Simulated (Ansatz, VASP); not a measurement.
# ZnGa2F: VASP beside Ansatz

```
Zn Ga F
1.0
     3.83743    0.00000    0.00000
     0.00000    3.83743    0.00000
     0.00000    0.00000    4.08164
Zn Ga F
1 2 1
Direct
  0.50000 0.50000 0.00000
  0.50000 0.00000 0.50000
  0.00000 0.50000 0.50000
  0.00000 0.00000 0.00000
```

Change from the starting cell: species swapped into the ErIn2Sn type (P4/mmm, No. 123).

Alike in both runs: task single point; functional PBE; k mesh 4 × 4 × 4; occupations gaussian, width 0.1 eV; no spin polarisation.

```csv
,VASP,Ansatz
version,VASP 6.6.1,Ansatz 0.2.0
potentials or method,"VASP PAW PBE potentials, release 64 (Zn, Ga_d, F)","scalar-relativistic, plane waves, PAW"
plane-wave cutoff (eV),520,420
valence electrons in the cell,45,45
```

Ansatz gave:

| Property | Result |
| --- | --- |
| gap on the k mesh at the Fermi level (eV) | none |
| pressure (GPa) | 7.4 |
| largest component of the traceless stress (GPa) | 1.33 |

Problem. Estimate VASP's values.

Solution. gap on the k mesh at the Fermi level (eV): none; pressure (GPa): 7.5; largest component of the traceless stress (GPa): 1.32.

A gap of «none» marks a metal or a gap that the smearing closes. With one functional, cell and mesh, what is left measures potentials, basis and numerics.

Caveats: the k mesh is coarse (spacing up to 0.41 Å⁻¹), so the values aren't converged; an odd number of electrons without spin polarisation forces a metal; a magnetic or distorted state may lie lower.
